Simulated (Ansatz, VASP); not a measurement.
# Cross-check of Ti (Titanium) between VASP and Ansatz

Aim: how closely do two programs agree when they are given the same cell, functional and k mesh? The cell is taken from a series of runs on this material, whose earlier steps may have relaxed, scaled, displaced or heated it; both programs get it as it stands. Other levels of theory on this material are compared in a session of their own.

Main program and level: Ansatz 0.2.0; plane waves, with VASP 6.6.1 beside it; relaxation of cell and atoms at r2SCAN.

**1. The starting structure**

It takes space group P6_3/mmc (No. 194, hexagonal). The conventional cell has a = 2.936 Å, b = 2.936 Å, c = 4.657 Å, α = 90.00°, β = 90.00°, γ = 120.00°. Ti has 12 Ti at 2.88 to 2.94 Å nearest.

As a file:

```cif
data_structure
_symmetry_space_group_name_H-M 'P 1'
_symmetry_Int_Tables_number 1
_cell_length_a 2.9364
_cell_length_b 2.9364
_cell_length_c 4.6568
_cell_angle_alpha 90.000
_cell_angle_beta 90.000
_cell_angle_gamma 120.000
_cell_volume 34.77
loop_
_atom_site_label
_atom_site_type_symbol
_atom_site_fract_x
_atom_site_fract_y
_atom_site_fract_z
_atom_site_occupancy
Ti1 Ti 0.33333 0.66667 0.25000 1
Ti2 Ti 0.66667 0.33333 0.75000 1
```

**2. VASP: relaxation of cell and atoms, r2SCAN**

The relaxed volume is the usual yardstick between codes: in a stiff, nearly cubic crystal its relative difference is about their pressure difference at one cell divided by the bulk modulus.

Lines of VASP's logs that name or quote its potential files are left out, and so is its time.

INCAR

```
SYSTEM = Ti
PREC = Accurate
ENCUT = 550
EDIFF = 1E-07
NELM = 120
ISMEAR = 1
SIGMA = 0.2
LREAL = .FALSE.
ALGO = Normal
METAGGA = R2SCAN
LASPH = .TRUE.
NBANDS = 18
LORBIT = 11
LWAVE = .FALSE.
LCHARG = .FALSE.
ISIF = 3
IBRION = 2
NSW = 80
EDIFFG = -0.005
GGA_COMPAT = .FALSE.
NELMIN = 4
LMIXTAU = .TRUE.
KPAR = 2
```

POSCAR

```
Ti
1.0
    2.9363940000      0.0000000000      0.0000000000
   -1.4681970000      2.5429920000      0.0000000000
    0.0000000000      0.0000000000      4.6567690000
Ti
2
Direct
    0.3333333334      0.6666666668      0.2500000000
    0.6666666668      0.3333333334      0.7500000000
```

KPOINTS

```
Automatic mesh
0
Gamma
12 12 6
0 0 0
```

The projector-augmented-wave data sets are Ti_sv (PBE family, release 64).

Command:

```bash
> mpirun -np 2 vasp_std
```

Numbers of over 12 decimals in the logs are rounded to 6 here.

Log:

```text
[banner, memory and clock lines left out]
running    2 mpi-ranks, on    1 nodes
 distrk:  each k-point on    1 cores,    2 groups
 distr:  one band on    1 cores,    1 groups

 POSCAR found type information on POSCAR Ti
 POSCAR found :  1 types and       2 ions
|                                                                             |
|               ----> ADVICE to this user running VASP <----                  |
|                                                                             |
|     You enforced a specific xc type in the INCAR file but a different       |
|     [... a line on the potential file left out ...]
|     I HOPE YOU KNOW WHAT YOU ARE DOING!                                     |
|                                                                             |

 LDA part: xc-table for (None), standard interpolation
 POSCAR, INCAR and KPOINTS ok, starting setup
 FFT: planning ... GRIDC
 FFT: planning ... GRID_SOFT
 FFT: planning ... GRID
 WAVECAR not read
 entering main loop
       N       E                     dE             d eps       ncg     rms          rms(c)
DAV:   1     0.259455733649E+03    0.25946E+03   -0.14066E+04  2752   0.177E+03
DAV:   2    -0.102649544855E+01   -0.26048E+03   -0.25722E+03  2804   0.480E+02
DAV:   3    -0.330451344276E+02   -0.32019E+02   -0.31644E+02  5188   0.135E+02
DAV:   4    -0.345247991388E+02   -0.14797E+01   -0.14786E+01  3140   0.309E+01
DAV:   5    -0.346013905312E+02   -0.76591E-01   -0.76580E-01  4272   0.501E+00    0.144E+01
DAV:   6    -0.272017419828E+02    0.73996E+01   -0.20741E+01  3364   0.547E+01    0.194E+00
DAV:   7    -0.246212957735E+02    0.25804E+01   -0.29787E+00  4502   0.125E+01    0.249E+00
DAV:   8    -0.253989903333E+02   -0.77769E+00   -0.53364E-01  3624   0.437E+00    0.191E+00
DAV:   9    -0.260461941657E+02   -0.64720E+00   -0.76994E-01  2754   0.105E+01    0.181E+00
DAV:  10    -0.258991985020E+02    0.14700E+00   -0.27023E-01  3130   0.558E+00    0.313E-01
DAV:  11    -0.259040567112E+02   -0.48582E-02   -0.10226E-02  3570   0.847E-01    0.233E-01
DAV:  12    -0.258981713098E+02    0.58854E-02   -0.18054E-02  3238   0.136E+00    0.714E-02
DAV:  13    -0.258993477206E+02   -0.11764E-02   -0.36171E-03  2828   0.658E-01    0.188E-02
DAV:  14    -0.258995191881E+02   -0.17147E-03   -0.32083E-04  3104   0.186E-01    0.128E-02
DAV:  15    -0.258995599947E+02   -0.40807E-04   -0.61014E-05  3488   0.739E-02    0.130E-02
DAV:  16    -0.258995375495E+02    0.22445E-04   -0.40800E-05  3756   0.561E-02    0.331E-03
DAV:  17    -0.258995453003E+02   -0.77508E-05   -0.43494E-06  2928   0.221E-02    0.316E-03
DAV:  18    -0.258995410840E+02    0.42163E-05   -0.25474E-07  2418   0.561E-03    0.200E-03
DAV:  19    -0.258995416903E+02   -0.60624E-06   -0.57822E-08  1500   0.293E-03    0.127E-03
DAV:  20    -0.258995404803E+02    0.12100E-05   -0.74757E-08  1492   0.293E-03    0.757E-04
DAV:  21    -0.258995404892E+02   -0.89271E-08   -0.51034E-08  1468   0.188E-03
   1 F= -.25899540E+02 E0= -.25900867E+02  d E =-.258995E+02
[...]
2 F= -.25899574E+02 E0= -.25900834E+02  d E =-.336320E-04
[...]
3 F= -.25899580E+02 E0= -.25900859E+02  d E =-.393912E-04
[...]
4 F= -.25899580E+02 E0= -.25900857E+02  d E =-.392445E-04
 curvature:  -0.38 expect dE=-0.920E-05 dE for cont linesearch -0.342E-08
 trial: gam= 0.20113 g(F)=  0.107E-45 g(S)=  0.239E-04 ort = 0.101E-05 (trialstep = 0.949E+00)
 search vector abs. value=  0.290E-04
 bond charge predicted
       N       E                     dE             d eps       ncg     rms          rms(c)
DAV:   1    -0.258997129182E+02   -0.13316E-03   -0.61241E-03  3044   0.114E+00    0.884E-02
DAV:   2    -0.258996294481E+02    0.83470E-04   -0.60431E-04  2892   0.277E-01    0.432E-02
DAV:   3    -0.258995976898E+02    0.31758E-04   -0.15225E-04  4168   0.119E-01    0.155E-02
DAV:   4    -0.258995945776E+02    0.31122E-05   -0.18357E-05  3496   0.508E-02    0.857E-03
DAV:   5    -0.258995892051E+02    0.53725E-05   -0.20345E-05  2968   0.545E-02    0.353E-03
DAV:   6    -0.258995939101E+02   -0.47050E-05   -0.86698E-06  2768   0.354E-02    0.228E-03
DAV:   7    -0.258995911183E+02    0.27918E-05   -0.81673E-07  3458   0.102E-02    0.155E-03
DAV:   8    -0.258995926056E+02   -0.14874E-05   -0.27364E-07  2168   0.739E-03    0.432E-04
DAV:   9    -0.258995921446E+02    0.46103E-06   -0.26337E-08  1412   0.237E-03    0.152E-04
DAV:  10    -0.258995923273E+02   -0.18267E-06   -0.17423E-08  1398   0.164E-03    0.113E-04
DAV:  11    -0.258995922315E+02    0.95796E-07   -0.42177E-09  1386   0.903E-04
   5 F= -.25899592E+02 E0= -.25900836E+02  d E =-.124977E-04
 trial-energy change:   -0.000012  1 .order   -0.000013   -0.000023   -0.000002
 step:   1.0482(harm=  1.0482)  dis= 0.00000  next Energy=   -25.899592 (dE=-0.127E-04)
 reached required accuracy - stopping structural energy minimisation
```

From OUTCAR (step 2):

```text
ion  position               nearest neighbor table
   1  0.333  0.667  0.250-   2 2.88   2 2.88   2 2.88   2 2.88   2 2.88   2 2.88
   2  0.667  0.333  0.750-   1 2.88   1 2.88   1 2.88   1 2.88   1 2.88   1 2.88

  LATTYP: Found a hexagonal cell.
 ALAT       =     2.9363940000
 C/A-ratio  =     1.5858801646

 Subroutine GETGRP returns: Found 24 space group operations
 (whereof 12 operations were pure point group operations)

The static configuration has the point symmetry D_3d.
 The point group associated with its full space group is D_6h.

 Found     76 irreducible k-points:

   k-points           NKPTS =     76   k-points in BZ     NKDIM =     76   number of bands    NBANDS=     18

   dimension x,y,z NGX =    24 NGY =   24 NGZ =   36
   dimension x,y,z NGXF=    48 NGYF=   48 NGZF=   72

   ENCUT  =  550.0 eV  40.42 Ry    6.36 a.u.   5.62  5.62  8.90*2*pi/ulx,y,z

   NELECT =      24.0000    total number of electrons

 k-points in reciprocal lattice and weights: Automatic mesh
   0.00000000  0.00000000  0.00000000       0.001
   0.08333333  0.00000000  0.00000000       0.007
   0.16666667 -0.00000000  0.00000000       0.007
   0.25000000 -0.00000000  0.00000000       0.007
   0.33333333  0.00000000  0.00000000       0.007
   0.41666667 -0.00000000  0.00000000       0.007
   0.50000000 -0.00000000  0.00000000       0.003
   0.08333333  0.08333333  0.00000000       0.007
   0.16666667  0.08333333  0.00000000       0.014
[...]
0.33333333  0.25000000  0.50000000       0.014
   0.33333333  0.33333333  0.50000000       0.002

 average (electrostatic) potential at core
       1 -76.9697       2 -76.9697

 E-fermi :   8.4200

 k-point     1 :       0.0000    0.0000    0.0000
  band No.  band energies     occupation
    ...
      6     -25.6684      2.00000
      7     -25.6335      2.00000
      8     -25.6335      2.00000
      9       1.7790      2.00000
     10       5.5336      2.00000
     11       8.9645     -0.00081
     12       9.2626     -0.00000
     13       9.2626     -0.00000
     14       9.3698     -0.00000
     15       9.7937     -0.00000
    ...

 k-point     2 :       0.0833    0.0000    0.0000
  band No.  band energies     occupation
    ...
      6     -25.6751      2.00000
      7     -25.6673      2.00000
      8     -25.6377      2.00000
      9       1.9811      2.00000
     10       5.6899      2.00000
     11       8.6426     -0.06644
     12       8.9174     -0.00245
     13       9.4053     -0.00000
     14       9.6119     -0.00000
     15       9.7071     -0.00000
    ...

 k-point     3 :       0.1667   -0.0000    0.0000
  band No.  band energies     occupation
    ...
      8     -25.6499      2.00000
      9       2.5624      2.00000
     10       6.0932      2.00000
     11       7.9973      2.01089
     12       8.4161      1.03266
     13       9.4159     -0.00000
     14       9.8161     -0.00000
     15       9.8347     -0.00000
     16       9.8418     -0.00000
     17      10.0016     -0.00000
    ...

  Total        0.0023247      0.0023247     -0.0000933     -0.0000000     -0.0000000      0.0000000
  in kB        0.1072274      0.1072274     -0.0043036     -0.0000000     -0.0000000      0.0000000
  external PRESSURE =       0.0700504 kB  Pullay stress =       0.0000000 kB

  energy-cutoff  :      550.00
  volume of cell :       34.73
      direct lattice vectors                 reciprocal lattice vectors
     2.937236041  0.000000000  0.000000000     0.340456125  0.196562420 -0.000000000
    -1.468618020  2.543721229 -0.000000000    -0.000000000  0.393124840 -0.000000000
     0.000000000  0.000000000  4.648954832    -0.000000000  0.000000000  0.215102111

 POSITION                                       TOTAL-FORCE (eV/Angst)
 -----------------------------------------------------------------------------------
      0.00000      1.69581      1.16224        -0.000000      0.000000     -0.000000
      1.46862      0.84791      3.48672         0.000000     -0.000000      0.000000
 -----------------------------------------------------------------------------------
    total drift:                               -0.000000     -0.000000      0.000000

  FREE ENERGIE OF THE ION-ELECTRON SYSTEM (eV)
  ---------------------------------------------------
  free  energy   TOTEN  =       -25.8995922315 eV

  energy  without entropy=      -25.9033235844  energy(sigma->0) =      -25.90083602

 reached required accuracy - stopping structural energy minimisation

 total charge
# of ion       s       p       d       tot
------------------------------------------
    1        2.248   6.138   1.829  10.215
    2        2.248   6.138   1.829  10.215
--------------------------------------------------
tot          4.495  12.276   3.658  20.430

[... 3 further parts left out ...]
```

CONTCAR:

```
Ti
   1.00000000000000
     2.9372360405069169    0.0000000000000000    0.0000000000000000
    -1.4686180202534584    2.5437212286423763   -0.0000000000000000
     0.0000000000000000    0.0000000000000000    4.6489548316566127
  Ti
     2
Direct
     0.3333333333999988    0.6666666667999976    0.2500000000000000
     0.6666666667999976    0.3333333333999988    0.7500000000000000
```

**3. Ansatz: relaxation of cell and atoms, r2SCAN**

Ansatz runs on its PAW soft_1 files.

The same cell, functional, mesh and smearing now go to Ansatz, which takes its cutoff from its data sets.

input.yaml

```yaml
crystal:
  lattice:
    - [2.9363936689, 0.0, 0.0]
    - [-1.4681968344, 2.5429915127, 0.0]
    - [0.0, 0.0, 4.6567688025]
  atoms:
    - { symbol: Ti, position: [0.3333333333, 0.6666666667, 0.25] }
    - { symbol: Ti, position: [0.6666666667, 0.3333333333, 0.75] }
kpoints:
  mp_grid: { grid: [12, 12, 6] }
hamiltonian:
  xc: r2scan
  pseudopotentials: { kind: paw, azcp: { folder: soft_1 } }
scf:
  occupations: { method: methfessel_paxton, width: 0.2 }
output:
  forces: true
  stress: true
  eigenvalues: true
relax:
  adjacent_minimum: "off"
  f_tol: 0.001
  max_steps: 60
  cell: { stress_tol: 0.01 }
```

Command:

```bash
> ansatz run input.yaml --threads 16 --pin off --max-ram 92160MiB --backend cuda --events-out ev --progress --plain --runs-dir out --max-vram 78GiB
```

Log:

```text
Engine: ansatz 0.2.0, aarch64-unknown-linux-gnu
Pseudopotentials: kind: paw
Pseudopotential: Ti, paw, valence charge 12, recommended cutoff 500 eV (meta_gga), soft_1/Ti.paw.azcp
Functional definition: r2SCAN
  parameter k0 = 0.174
  parameter k1 = 0.065
  parameter a1 = 4.9479
  exchange = r2scan_x(k0 = k0, k1 = k1, a1 = a1)
  correlation = r2scan_c
[...]
Crystal: 2 atoms, lattice volume = 34.773 Å³
Basis set: ecut = 500 eV, 881 PW (Γ), exchange–correlation on 96×96×144 points (64 copies of the dense FFT grid, shifted against one another)
Bands: 16, of which v1, the nominal top of the filled ones, is band 12 counted from 1 (11 counted from 0)
Symmetry: 24 space group operations
Space group: P63/mmc (ITA 194), of the structure as read, at distance tolerance 3.3e-5 Å
k-points: 76 of 864
Non-local potential: Ti, projectors of the file, l = 0: 3, l = 1: 2, l = 2: 3, l = 3: 1
PAW form: soft (Blöchl's): semilocal exchange-correlation on the pseudo side does not see the compensation charge
PAW frozen core: Ti, regenerated for the run's functional (the file was generated under x = pbe(κ = 0.804, μ = 0.219515), c = pbe(β = 0.066725))
PAW one-centre angular grid: Ti, 590 points (default); XC on 160 Gauss nodes
Initial density: superposition of atomic densities (chi_scale 0.1, normalization cell)
Initial wavefunctions: pseudopotential atomic-orbital guess
[...]
Functional: x = r2scan, c = r2scan; τ floored in thin density (d = 2e-4 eV/Å³)
SCF iter   1: F=—  HF=-5009.120599 eV  |F-HF|=—  |Δ(HF+E_count)|=         —  Δρ=6.95e-2  dr2=1.71e0  dr2_τ=5.88e-2  ethr=3.10e-3  ⟨swp⟩=3.1  Hψ=4474  notcnv=0
preconditioner: auto → none  [metal: Δε(μ)=0.054 eV  Ē_g=3.437 eV  σ=0.200 eV  W_gap=0.23  n_scr=8 (ndim 8)  ℏωp=17.8 eV  f_vac=0.000  D(μ)=1.36/eV (n_scr^D=8)  sad-step TF]
SCF iter   2: F=—  HF=-5008.786494 eV  |F-HF|=—  |Δ(HF+E_count)|=   3.34e-1  S|Δr|=    0.00e0  Δρ=2.76e-2  dr2=2.88e-1  dr2_τ=6.58e-3  ethr=3.10e-3  ⟨swp⟩=2.9  Hψ=2982  notcnv=0
[...]
SCF iter   6: F=-5008.743977 eV  HF=-5008.743977 eV  |F-HF|=9.10e-9  |Δ(HF+E_count)|=   1.89e-7  S|Δr|=    0.00e0  Δρ=1.67e-5  dr2=5.38e-8  dr2_τ=6.56e-9  ethr=4.17e-10  ⟨swp⟩=5.1  Hψ=6448  notcnv=0
SCF 1 converged in 6 iterations: F = -5008.743977 eV  dr2 = 5.38e-8
  greatest PAW one-centre occupation: 1.000 electrons in one spin orbital (limit 2), on the Ti atom at site 1 (counted from 0), in its partial waves of l = 0
relax step   1: F+E_penalty+E_count = -5008.74397654 eV  Δ(F+E_penalty+E_count) = +0.000e0 eV  max|allowed force component| = 4.626e-16 eV/Å  Δτ_max = 0.0000 Å  P = -0.491 GPa  Ω = 34.773 Å³  (6 SCF iters, dr2 threshold 1.00e-7 eV, accepted)
[...]
relax step   2: F+E_penalty+E_count = -5008.74411737 eV  Δ(F+E_penalty+E_count) = -1.408e-4 eV  max|allowed force component| = 5.274e-16 eV/Å  Δτ_max = 0.0000 Å  P = +0.611 GPa  Ω = 34.451 Å³  energy of the carried Pulay correction = +2.150e-4 eV  (5 SCF iters, dr2 threshold 2.00e-7 eV, rejected (line search))
[...]
relax step   3: F+E_penalty+E_count = -5008.74431880 eV  Δ(F+E_penalty+E_count) = -3.423e-4 eV  max|allowed force component| = 1.180e-16 eV/Å  Δτ_max = 0.0000 Å  P = -0.053 GPa  Ω = 34.643 Å³  energy of the carried Pulay correction = +8.598e-5 eV  (8 SCF iters, accepted)
[...]
relax step   4: F+E_penalty+E_count = -5008.74433654 eV  Δ(F+E_penalty+E_count) = -1.774e-5 eV  max|allowed force component| = 5.366e-16 eV/Å  Δτ_max = 0.0000 Å  P = +0.005 GPa  Ω = 34.627 Å³  energy of the carried Pulay correction = +9.695e-5 eV  (3 SCF iters, dr2 threshold 3.16e-8 eV, accepted)
[...]
relax step   5: F+E_penalty+E_count = -5008.74433567 eV  Δ(F+E_penalty+E_count) = +8.702e-7 eV  max|allowed force component| = 2.405e-16 eV/Å  Δτ_max = 0.0000 Å  P = -0.001 GPa  Ω = 34.628 Å³  energy of the carried Pulay correction = +9.590e-5 eV  (4 SCF iters, dr2 threshold 2.54e-10 eV, accepted)
[...]
relax step   6: F+E_penalty+E_count = -5008.74423964 eV  Δ(F+E_penalty+E_count) = +9.603e-5 eV  max|allowed force component| = 4.256e-16 eV/Å  Δτ_max = 0.0000 Å  P = -0.003 GPa  Ω = 34.628 Å³  stress off target by 4.69e-3 GPa  SCF on the basis re-selected at this cell (its energy is not comparable with the rows above)  (6 SCF iters)
basis re-selected at this cell: Δ(F+E_penalty+E_count) = +9.603e-5 eV, ΔP = -0.002 GPa vs the last step (what re-selecting the basis moved, of the pressure what is left beyond the Pulay correction that the steps carried, after the strain that the cell walked since its last selection, with what the two solves' SCF thresholds leave and, on support functions, any second-order correction that the steps lacked; it is no m [...]
SCF converged after 6 iterations
Stability not checked: this state was not tested for a lower state beside it, because cold or Methfessel-Paxton smearing, or corrected tetrahedra, fill the levels in a way that the test cannot read (fill_not_monotonic; see scf.lower_state_search)
Free energy (F): -5008.744240 eV
Harris-Foulkes:  -5008.744240 eV  (|F-HF|=1.82e-12)
Internal energy: -5008.747902 eV  (E = F + TS)
E sigma→0 (E₀):  -5008.745155 eV
Entropy (-TS):   0.003662 eV (1.831 meV/atom)
Fermi energy:    13.399850 eV
--- Per-component energies (eV) ---
  E_band       = -342.345758
  E_kinetic    = 561.645999
  E_local      = -1734.740917  (includes V_loc(G=0)·N_el)
  E_nonlocal   = 119.102076
  E_hartree    = 685.425400
  E_xc         = -223.938834
  E_vxc        = -321.208946  (∫ρ·V_xc dr)
  E_paw        = -2101.155003  (= ΣΔE_a)
  E_vpaw       = -358.679390  (= ΣTr[D̂ρ^β])
  E_aug_tail   = -0.000051  (compensation charges beyond the density's cutoff)
  E_vtau       = 20.684662  (kinetic-family band-sum trace: ∫τ·v_τ [+ j·A + Jᵃ·Aᵃ] dr)
  E_ewald      = -2314.579660
  E_core_change = -0.506913  (= ΣΔE_core)
  E_smearing   = 0.003662  (= −TS)
  E_closure    = 0.000000  (closes the sum)
  Σ components = -5008.744240   (vs F -5008.744240, Δ=0.00e0)
--- Forces (eV/Å), atoms counted from 1 ---
  atom   1  Ti     0.00000000     0.00000000    -0.00000000
  atom   2  Ti    -0.00000000    -0.00000000     0.00000000
  max |Σ_I F_I| component: 1.11e-16 eV/Å
--- Stress (GPa, compression-positive) ---
       -0.001435       0.000000       0.000000
        0.000000      -0.001435       0.000000
        0.000000       0.000000      -0.004686
  P = ⅓ Tr σ = -0.0025 GPa (-0.025 kbar)
--- Band table (eV; the first three rows and the last of 76) ---
  k-point 0: bands = [... 8 lower, 6.7267, 10.5061, 13.9619, 14.2374, 14.2374, 14.3480, 14.7702, 14.7702]
  k-point 1: bands = [... 8 lower, 6.9718, 10.3524, 13.6307, 14.1455, 14.1455, 14.2070, 14.6429, 14.6429]
  k-point 2: bands = [... 8 lower, 7.6682, 9.7249, 13.2865, 13.8449, 14.0700, 14.0700, 14.3767, 14.3767]
  k-point 75: bands = [... 8 lower, 12.0250, 12.0250, 12.2883, 12.2883, 13.0363, 13.0363, 15.2254, 15.2254]
--- Relaxed structure (5 steps of the walk, 4 accepted, 1 SCFs on fresh bases) ---
  F+E_penalty+E_count = -5008.74423964 eV   max|allowed force component| = 4.256e-16 eV/Å   (the final SCF, on the basis selected at the relaxed cell)
  cell:  # Å, volume = 34.6284 Å³
    - [2.934311, -2.8846991917557536e-11, 0]
    - [-1.467155, 2.541188, -1.626847116785017e-19]
    - [0, -2.97910978541843e-19, 4.643972]
  atoms:
    - { symbol: Ti, position: [0.333333, 0.666667, 0.250000] }
    - { symbol: Ti, position: [0.666667, 0.333333, 0.750000] }
```

The column dr2 measures how far the density is from self-consistency, as an energy; F and HF (Harris–Foulkes) agree once it is small.

**4. Comparison**

Known differences besides the potentials themselves: VASP keeps PBE cores, Ansatz makes them for the functional; the cutoff is 500 eV in Ansatz and 550 eV in VASP; Ansatz adds a Pulay correction to the stress that steers its cell, VASP none; in our runs with r2SCAN, forces from VASP's data set Ti_sv part from Ansatz's all-electron ones, so neither program is the reference here. Total energies have different zeros and are not compared.

Compared:

```
                                         quantity  Ansatz   VASP  difference
                                      volume (Å³)   34.63  34.73     -0.31 %
edge a after relaxation, in the typed setting (Å)   2.934  2.937     -0.10 %
edge c after relaxation, in the typed setting (Å)   4.644  4.649     -0.11 %
```

**5. Summary of results**

- difference in volume (relaxation of cell and atoms, r2SCAN): -0.31 %

What this shows: The difference in volume is -0.31 % (relaxation of cell and atoms, r2SCAN), within the 1.2 % picked in this series as the mark of a large difference, as far as the stopping tolerances let one tell. 3 further runs of this series are not shown here. How closely two codes agree says nothing of how well the functional describes the real material.

[Lines on the potential files, build, host, timing and source positions are cut from VASP's logs without a mark.]

[Logs are printed without paths, hosts, clocks, repeated set-up lines and the standing remarks that a program may print on its own settings, such as how far it seeks lower states.]

[Hosts, paths, dates, database ids (printed as entryN), source tags and the programs' standing remarks are cut or masked in the printed files.]
